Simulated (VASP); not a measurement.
Energy against volume of Ir (fcc). Calculation: AM05 GGA, VASP's PBE PAW potentials (set 64) (plane waves; VASP). Settings: 520 eV cut-off, 16×16×16 Γ-centred mesh, first-order Methfessel-Paxton smearing of 0.10 eV, potentials Ir.

```json
[
 {"V (Å³/atom)": "13.552", "E (eV/atom)": "-9.52196"},
 {"V (Å³/atom)": "13.971", "E (eV/atom)": "-9.53949"},
 {"V (Å³/atom)": "14.391", "E (eV/atom)": "-9.52587"},
 {"V (Å³/atom)": "14.810", "E (eV/atom)": "-9.48634"}
]
```

Question: Fit these four points and predict the energy of the run at 13.133 Å³/atom.

Answer: A cubic in V^(−2/3), the third-order Birch-Murnaghan form, passes through the four points with V0 = 13.99 Å³/atom and B0 = 393 GPa, and gives -9.4672 eV/atom there. The run gave -9.4670 eV/atom, +0.1 meV/atom from the fit; all five points give B0 = 394 GPa.

The compound is Ir in the fcc structure. It was relaxed first.
